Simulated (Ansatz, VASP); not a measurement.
# Pt (Pt slab, plane (2, 2, 1)) in two plane-wave programs, part 2 of 3

Aim: how closely do two programs agree when they are given the same cell, functional and k mesh? Of the first pair: The structure shown is the start of the Ansatz relaxation below; VASP solves that cell, so the two are compared at the walk's first step.

VASP 6.6.1 and Ansatz 0.2.0.

So far: The structure; Ansatz: relaxation, PBE.

### Step 3. VASP: single point, PBE, start cell, pair 1

Level of this step: PBE; plane waves and PAW (Pt) (VASP).

The same cell, functional, mesh and smearing now go to VASP, with its own data sets.

Lines of VASP's logs that name or quote its potential files are left out, and so is its time.

Input file INCAR:

```
SYSTEM = Pt
PREC = Accurate
ENCUT = 400
EDIFF = 1E-06
NELM = 120
ISMEAR = -1
SIGMA = 0.1
LREAL = .FALSE.
ALGO = Normal
GGA = PE
NBANDS = 176
LASPH = .TRUE.
LORBIT = 11
LWAVE = .FALSE.
LCHARG = .FALSE.
ISIF = 2
GGA_COMPAT = .FALSE.
KPAR = 4
```

Input file POSCAR:

```
Pt
1.0
    2.7731313745      0.0000000000      0.0000000000
    0.0000000000      8.3193941234      0.0000000000
    0.0000000000      0.0000000000     29.9553666657
Pt
30
Direct
    0.5000000564      0.9444444972      0.1669149991
    0.0000000564      0.2222222523      0.1887352461
    0.5000000564      0.5000000527      0.2105554931
    0.0000000564      0.7777777930      0.2323757234
    0.5000000564      0.0555556082      0.2541959704
    0.0000000564      0.3333333484      0.2760162174
    0.5000000564      0.6111111488      0.2978364478
    0.0000000564      0.8888888890      0.3196566948
    0.5000000564      0.1666667043      0.3414769418
    0.0000000564      0.4444445046      0.3632971721
    0.5000000564      0.7222222449      0.3851174191
    0.0000000564      0.0000000000      0.4069376661
    0.5000000564      0.2777778004      0.4287578964
    0.0000000564      0.5555556007      0.4505781434
    0.5000000564      0.8333333410      0.4723983905
    0.0000000564      0.1111111562      0.4942186208
    0.5000000564      0.3888888965      0.5160388678
    0.0000000564      0.6666666968      0.5378591148
    0.5000000564      0.9444444972      0.5596793451
    0.0000000564      0.2222222523      0.5814995921
    0.5000000564      0.4999999926      0.6033198392
    0.0000000564      0.7777777930      0.6251400695
    0.5000000564      0.0555556082      0.6469603165
    0.0000000564      0.3333333484      0.6687805635
    0.5000000564      0.6111111488      0.6906007938
    0.0000000564      0.8888888890      0.7124210408
    0.5000000564      0.1666667043      0.7342412879
    0.0000000564      0.4444444445      0.7560615182
    0.5000000564      0.7222222449      0.7778817652
    0.0000000564      0.0000000000      0.7997020122
```

Input file KPOINTS:

```
Automatic mesh
0
Gamma
8 3 1
0 0 0
```

The projector-augmented-wave data sets are Pt (PBE family, release 64).

The run is started by

```
$ mpirun -np 4 vasp_std
```

Numbers of over 12 decimals in the logs are rounded to 6 here.

The program printed:

```text
[banner, memory and clock lines left out]
running    4 mpi-ranks, on    1 nodes
 distrk:  each k-point on    1 cores,    4 groups
 distr:  one band on    1 cores,    1 groups

 POSCAR found type information on POSCAR Pt
 POSCAR found :  1 types and      30 ions
|                                                                             |
|               ----> ADVICE to this user running VASP <----                  |
|                                                                             |
|     You have a (more or less) 'large supercell' and for larger cells it     |
|     might be more efficient to use real-space projection operators.         |
|     Therefore, try LREAL= Auto in the INCAR file.                           |
|     Mind: For very accurate calculation, you might also keep the            |
|     reciprocal projection scheme (i.e. LREAL=.FALSE.).                      |
|                                                                             |

 LDA part: xc-table for (Slater+PW92), standard interpolation
 POSCAR, INCAR and KPOINTS ok, starting setup
 FFT: planning ... GRIDC
 FFT: planning ... GRID_SOFT
 FFT: planning ... GRID
 WAVECAR not read
 entering main loop
       N       E                     dE             d eps       ncg     rms          rms(c)
DAV:   1     0.178217953951E+04    0.17822E+04   -0.12828E+05  3560   0.128E+03
DAV:   2    -0.810766579036E+02   -0.18633E+04   -0.17524E+04  3904   0.302E+02
DAV:   3    -0.184377019411E+03   -0.10330E+03   -0.92690E+02  4408   0.605E+01
DAV:   4    -0.189693315564E+03   -0.53163E+01   -0.50328E+01  4544   0.125E+01
DAV:   5    -0.189882035577E+03   -0.18872E+00   -0.18512E+00  4472   0.231E+00    0.659E+01
DAV:   6    -0.232393127238E+03   -0.42511E+02   -0.67067E+01  4320   0.462E+01    0.815E+01
DAV:   7    -0.188888205896E+03    0.43505E+02   -0.65333E+01  4864   0.456E+01    0.411E+01
DAV:   8    -0.267272541545E+03   -0.78384E+02   -0.13182E+02  4272   0.766E+01    0.824E+01
DAV:   9    -0.211367079929E+03    0.55905E+02   -0.50773E+01  4296   0.283E+01    0.465E+01
DAV:  10    -0.192037896131E+03    0.19329E+02   -0.50483E+01  3952   0.344E+01    0.339E+01
DAV:  11    -0.179188527563E+03    0.12849E+02   -0.19395E+01  4168   0.186E+01    0.103E+01
DAV:  12    -0.179072039200E+03    0.11649E+00   -0.56435E+00  4088   0.884E+00    0.112E+01
DAV:  13    -0.178571434924E+03    0.50060E+00   -0.10792E+00  4000   0.428E+00    0.616E+00
DAV:  14    -0.178514408870E+03    0.57026E-01   -0.59118E-01  4056   0.327E+00    0.540E+00
[...]
DAV:  33    -0.178364206970E+03   -0.38652E-04   -0.23740E-06  2432   0.432E-03    0.604E-03
DAV:  34    -0.178364236302E+03   -0.29332E-04   -0.11100E-06  2264   0.335E-03    0.454E-03
DAV:  35    -0.178364261711E+03   -0.25409E-04   -0.11259E-06  2256   0.257E-03    0.338E-03
DAV:  36    -0.178364278818E+03   -0.17107E-04   -0.10406E-06  2240   0.249E-03    0.427E-03
DAV:  37    -0.178364285187E+03   -0.63681E-05   -0.29699E-07  2104   0.135E-03    0.258E-03
DAV:  38    -0.178364288320E+03   -0.31332E-05   -0.16824E-07  2024   0.833E-04    0.274E-03
DAV:  39    -0.178364289496E+03   -0.11766E-05   -0.10545E-07  1936   0.891E-04    0.109E-03
DAV:  40    -0.178364290027E+03   -0.53033E-06   -0.49702E-08  1920   0.439E-04
   1 F= -.17836429E+03 E0= -.17747833E+03  d E =-.177192E+01
```

Parts of OUTCAR (step 3):

```text
ion  position               nearest neighbor table
   1  0.500  0.944  0.167-   2 2.77   2 2.77   4 2.77   4 2.77   5 2.77
   2  0.000  0.222  0.189-   1 2.77   1 2.77   5 2.77   5 2.77   6 2.77   3 2.77   3 2.77
   3  0.500  0.500  0.211-   7 2.77   4 2.77   4 2.77   6 2.77   6 2.77   2 2.77   2 2.77
   4  0.000  0.778  0.232-   3 2.77   3 2.77   7 2.77   7 2.77   8 2.77   1 2.77   1 2.77   5 2.77
                             5 2.77
   5  0.500  0.056  0.254-   6 2.77   6 2.77   2 2.77   2 2.77   9 2.77   1 2.77   8 2.77   8 2.77
                             4 2.77   4 2.77
   6  0.000  0.333  0.276-   5 2.77   5 2.77  10 2.77   9 2.77   9 2.77   7 2.77   7 2.77   2 2.77
                             3 2.77   3 2.77
   7  0.500  0.611  0.298-   3 2.77   8 2.77   8 2.77  10 2.77  10 2.77   4 2.77   4 2.77   6 2.77
                             6 2.77  11 2.77
   8  0.000  0.889  0.320-   7 2.77   7 2.77  11 2.77  11 2.77   4 2.77  12 2.77   5 2.77   5 2.77
                             9 2.77   9 2.77
   9  0.500  0.167  0.341-  13 2.77   6 2.77   6 2.77  10 2.77  10 2.77   5 2.77  12 2.77  12 2.77
                             8 2.77   8 2.77
  10  0.000  0.444  0.363-  11 2.77  11 2.77   6 2.77   7 2.77   7 2.77   9 2.77   9 2.77  14 2.77
                            13 2.77  13 2.77
  11  0.500  0.722  0.385-  10 2.77  10 2.77  12 2.77  12 2.77   8 2.77   8 2.77  14 2.77  14 2.77
                             7 2.77  15 2.77
  12  0.000  0.000  0.407-  16 2.77  11 2.77  11 2.77  15 2.77  15 2.77  13 2.77  13 2.77   8 2.77
                             9 2.77   9 2.77
  13  0.500  0.278  0.429-   9 2.77  16 2.77  16 2.77  12 2.77  12 2.77  17 2.77  10 2.77  10 2.77
                            14 2.77  14 2.77
  14  0.000  0.556  0.451-  15 2.77  15 2.77  11 2.77  11 2.77  10 2.77  18 2.77  17 2.77  17 2.77
                            13 2.77  13 2.77
  15  0.500  0.833  0.472-  14 2.77  14 2.77  19 2.77  18 2.77  18 2.77  12 2.77  12 2.77  11 2.77
                            16 2.77  16 2.77
  16  0.000  0.111  0.494-  17 2.77  17 2.77  12 2.77  13 2.77  13 2.77  19 2.77  19 2.77  20 2.77
                            15 2.77  15 2.77
  17  0.500  0.389  0.516-  16 2.77  16 2.77  20 2.77  20 2.77  13 2.77  21 2.77  14 2.77  14 2.77
                            18 2.77  18 2.77
  18  0.000  0.667  0.538-  22 2.77  15 2.77  15 2.77  19 2.77  19 2.77  14 2.77  21 2.77  21 2.77
                            17 2.77  17 2.77
  19  0.500  0.944  0.560-  15 2.77  20 2.77  20 2.77  16 2.77  16 2.77  18 2.77  18 2.77  22 2.77
                            22 2.77  23 2.77
  20  0.000  0.222  0.581-  21 2.77  21 2.77  19 2.77  19 2.77  17 2.77  17 2.77  23 2.77  23 2.77
                            16 2.77  24 2.77
  21  0.500  0.500  0.603-  20 2.77  20 2.77  25 2.77  24 2.77  24 2.77  22 2.77  22 2.77  17 2.77
                            18 2.77  18 2.77
  22  0.000  0.778  0.625-  18 2.77  25 2.77  25 2.77  21 2.77  21 2.77  26 2.77  19 2.77  19 2.77
                            23 2.77  23 2.77
  23  0.500  0.056  0.647-  24 2.77  24 2.77  20 2.77  20 2.77  27 2.77  19 2.77  26 2.77  26 2.77
                            22 2.77  22 2.77
  24  0.000  0.333  0.669-  28 2.77  23 2.77  23 2.77  21 2.77  21 2.77  27 2.77  27 2.77  25 2.77
                            25 2.77  20 2.77
  25  0.500  0.611  0.691-  26 2.77  26 2.77  21 2.77  22 2.77  22 2.77  24 2.77  24 2.77  29 2.77
                            28 2.77  28 2.77
  26  0.000  0.889  0.712-  25 2.77  25 2.77  29 2.77  29 2.77  22 2.77  30 2.77  23 2.77  23 2.77
                            27 2.77  27 2.77
  27  0.500  0.167  0.734-  28 2.77  28 2.77  24 2.77  24 2.77  23 2.77  30 2.77  30 2.77  26 2.77
                            26 2.77
  28  0.000  0.444  0.756-  24 2.77  27 2.77  27 2.77  25 2.77  25 2.77  29 2.77  29 2.77
  29  0.500  0.722  0.778-  30 2.77  30 2.77  26 2.77  26 2.77  25 2.77  28 2.77  28 2.77
  30  0.000  0.000  0.800-  29 2.77  29 2.77  27 2.77  27 2.77  26 2.77

  LATTYP: Found a simple orthorhombic cell.
 ALAT       =     2.7731313745
 B/A-ratio  =     3.0000000000
 C/A-ratio  =    10.8020005619

 Subroutine GETGRP returns: Found  4 space group operations
 (whereof  2 operations were pure point group operations)

The static configuration has the point symmetry C_1h.
 The point group associated with its full space group is C_2h.

 Found     10 irreducible k-points:

   k-points           NKPTS =     10   k-points in BZ     NKDIM =     10   number of bands    NBANDS=    176

   dimension x,y,z NGX =    18 NGY =   54 NGZ =  196
   dimension x,y,z NGXF=    36 NGYF=  108 NGZF=  392

   ENCUT  =  400.0 eV  29.40 Ry    5.42 a.u.   4.52 13.57 48.85*2*pi/ulx,y,z

   NELECT =     300.0000    total number of electrons

 k-points in reciprocal lattice and weights: Automatic mesh
   0.00000000  0.00000000  0.00000000       0.042
   0.12500000  0.00000000  0.00000000       0.083
   0.25000000  0.00000000  0.00000000       0.083
   0.37500000  0.00000000  0.00000000       0.083
   0.50000000  0.00000000  0.00000000       0.042
   0.00000000  0.33333333  0.00000000       0.083
   0.12500000  0.33333333  0.00000000       0.167
   0.25000000  0.33333333  0.00000000       0.167
   0.37500000  0.33333333  0.00000000       0.167
   0.50000000  0.33333333  0.00000000       0.083

 average (electrostatic) potential at core
       1 -67.8601       2 -68.2469       3 -68.2560       4 -68.6303       5 -68.6782
       6 -68.6635       7 -68.7253       8 -68.7162       9 -68.7659      10 -68.7169
      11 -68.7342      12 -68.7145      13 -68.7071      14 -68.7095      15 -68.7197
      16 -68.7197      17 -68.7095      18 -68.7071      19 -68.7145      20 -68.7342
      21 -68.7169      22 -68.7659      23 -68.7162      24 -68.7253      25 -68.6635
      26 -68.6782      27 -68.6303      28 -68.2560      29 -68.2469      30 -67.8601

 E-fermi :   5.4454

 k-point     1 :       0.0000    0.0000    0.0000
  band No.  band energies     occupation
    ...
    156       5.3735      1.34489
    157       5.4095      1.17785
    158       5.4580      0.93717
    159       5.5095      0.69001
    160       5.5443      0.54221
    161       5.5650      0.46452
    162       5.5918      0.37568
    163       5.6309      0.27074
    164       5.6529      0.22310
    165       5.7828      0.06625
    ...

 k-point     2 :       0.1250    0.0000    0.0000
  band No.  band energies     occupation
    ...
    155       5.3881      1.27911
    156       5.3951      1.24648
    157       5.3970      1.23737
    158       5.4663      0.89606
    159       5.5265      0.61570
    160       5.5746      0.43100
    161       5.5977      0.35826
    162       5.6293      0.27451
    163       5.7548      0.08672
    164       5.8419      0.03723
    ...

 k-point     3 :       0.2500    0.0000    0.0000
  band No.  band energies     occupation
    ...
    149       5.4233      1.11017
    150       5.4788      0.83471
    151       5.4942      0.76074
    152       5.5127      0.67588
    153       5.5291      0.60455
    154       5.5667      0.45829
    155       5.5682      0.45307
    156       5.6097      0.32422
    157       5.6457      0.23788
    158       5.6934      0.15463
    ...

  Total       12.9664022     11.9106924     20.3471230      0.0000000     -0.8564167      0.0000000
  in kB       30.0602984     27.6128230     47.1711876      0.0000000     -1.9854499      0.0000000
  external PRESSURE =      34.9481030 kB  Pullay stress =       0.0000000 kB

  energy-cutoff  :      400.00
  volume of cell :      691.09
      direct lattice vectors                 reciprocal lattice vectors
     2.773131375  0.000000000  0.000000000     0.360603183  0.000000000  0.000000000
     0.000000000  8.319394123  0.000000000     0.000000000  0.120201061  0.000000000
     0.000000000  0.000000000 29.955366666     0.000000000  0.000000000  0.033383000

 POSITION                                       TOTAL-FORCE (eV/Angst)
 -----------------------------------------------------------------------------------
      1.38657      7.85721      5.00000         0.000000      0.358066      0.449908
      0.00000      1.84875      5.65363         0.000000      0.264830     -0.514964
      1.38657      4.15970      6.30727         0.000000     -0.160281     -0.584685
      0.00000      6.47064      6.96090         0.000000     -0.514643     -1.041162
      1.38657      0.46219      7.61453         0.000000     -0.137965      0.153722
      0.00000      2.77313      8.26817         0.000000     -0.008338      0.222504
      1.38657      5.08407      8.92180         0.000000      0.079207      0.035209
      0.00000      7.39502      9.57543         0.000000      0.046707      0.121379
      1.38657      1.38657     10.22907         0.000000      0.000360     -0.098555
      0.00000      3.69751     10.88270         0.000000     -0.001615     -0.028534
      1.38657      6.00845     11.53633         0.000000      0.023318     -0.038405
      0.00000      0.00000     12.18997         0.000000      0.045058      0.006257
      1.38657      2.31094     12.84360         0.000000      0.008859     -0.037570
      0.00000      4.62189     13.49723         0.000000      0.008735     -0.035476
      1.38657      6.93283     14.15087         0.000000      0.003594     -0.023179
      0.00000      0.92438     14.80450         0.000000     -0.003594      0.023179
      1.38657      3.23532     15.45813         0.000000     -0.008735      0.035476
      0.00000      5.54626     16.11177         0.000000     -0.008859      0.037570
      1.38657      7.85721     16.76540         0.000000     -0.045058     -0.006257
      0.00000      1.84875     17.41903         0.000000     -0.023318      0.038405
      1.38657      4.15970     18.07267         0.000000      0.001615      0.028534
      0.00000      6.47064     18.72630         0.000000     -0.000360      0.098555
      1.38657      0.46219     19.37993         0.000000     -0.046707     -0.121379
      0.00000      2.77313     20.03357         0.000000     -0.079207     -0.035209
      1.38657      5.08407     20.68720         0.000000      0.008338     -0.222504
      0.00000      7.39502     21.34083         0.000000      0.137965     -0.153722
      1.38657      1.38657     21.99447         0.000000      0.514643      1.041162
      0.00000      3.69751     22.64810         0.000000      0.160281      0.584685
      1.38657      6.00845     23.30173         0.000000     -0.264830      0.514964
      0.00000      0.00000     23.95537         0.000000     -0.358066     -0.449908
 -----------------------------------------------------------------------------------
    total drift:                               -0.000957     -0.000216      0.000172

  FREE ENERGIE OF THE ION-ELECTRON SYSTEM (eV)
  ---------------------------------------------------
  free  energy   TOTEN  =      -178.3642900268 eV

  energy  without entropy=     -176.5923734688  energy(sigma->0) =     -177.47833175

 total charge
# of ion       s       p       d       tot
------------------------------------------
    1        0.619   0.354   8.056   9.029
    2        0.632   0.469   8.010   9.111
    3        0.633   0.475   8.013   9.121
    4        0.641   0.577   8.001   9.219
    5        0.631   0.601   8.041   9.274
    6        0.632   0.603   8.045   9.280
    7        0.638   0.611   8.038   9.287
    8        0.639   0.612   8.042   9.293
    9        0.641   0.617   8.032   9.290
   10        0.641   0.614   8.043   9.298
   11        0.640   0.616   8.039   9.295
   12        0.640   0.615   8.043   9.298
   13        0.640   0.614   8.045   9.299
   14        0.640   0.615   8.044   9.298
   15        0.640   0.615   8.042   9.297
   16        0.640   0.615   8.042   9.297
   17        0.640   0.615   8.044   9.298
   18        0.640   0.614   8.045   9.299
   19        0.640   0.615   8.043   9.298
   20        0.640   0.616   8.039   9.295
   21        0.641   0.614   8.043   9.298
   22        0.641   0.617   8.032   9.290
   23        0.639   0.612   8.042   9.293
   24        0.638   0.611   8.038   9.287
   25        0.632   0.603   8.045   9.280
   26        0.631   0.601   8.041   9.274
   27        0.641   0.577   8.001   9.219
   28        0.633   0.475   8.013   9.121
   29        0.632   0.469   8.010   9.111
   30        0.619   0.354   8.056   9.029
--------------------------------------------------
tot         19.093  17.216 241.068 277.378

[... 3 further parts left out ...]
```

### Step 4. Differences

Known differences besides the potentials themselves: the data sets hold 540 valence electrons in Ansatz (on its PAW soft_1 files) and 300 in VASP; the cutoff is 420 eV in Ansatz and 400 eV in VASP. Total energies have different zeros and are not compared.

Forces on 7 of the 30 atoms, those with the largest forces and the largest differences (eV/Å; atoms numbered as in POSCAR):

| atom | Ansatz x, y, z | VASP x, y, z |
| --- | --- | --- |
| Pt2 | 0.000, 0.271, -0.535 | 0.000, 0.265, -0.515 |
| Pt3 | 0.000, -0.159, -0.607 | 0.000, -0.160, -0.585 |
| Pt4 | 0.000, -0.519, -1.054 | 0.000, -0.515, -1.041 |
| Pt27 | 0.000, 0.519, 1.054 | 0.000, 0.515, 1.041 |
| Pt28 | 0.000, 0.159, 0.607 | 0.000, 0.160, 0.585 |
| Pt29 | 0.000, -0.271, 0.536 | 0.000, -0.265, 0.515 |
| Pt30 | 0.000, -0.357, -0.434 | 0.000, -0.358, -0.450 |

The forces differ by 5.8 meV/Å r.m.s., which is 2.5 % of the r.m.s. force of 0.236 eV/Å (both taken over all components). Where the cell holds vacuum, a pressure given here is an average over it and none of the material.

### Step 5. Ansatz: relaxation, PBE

This run makes the geometry at which the two programs are then compared.

The structure compared here is the end of the Ansatz relaxation.

This is the run of step 2 again, met here at its other cell.

(Continued in part 3 of 3.)

[Lines on the potential files, build, host, timing and source positions are cut from VASP's logs without a mark.]

[Logs are printed without paths, hosts, clocks, repeated set-up lines and the standing remarks that a program may print on its own settings, such as how far it seeks lower states.]

[Hosts, paths, dates, database ids (printed as entryN), source tags and the programs' standing remarks are cut or masked in the printed files.]
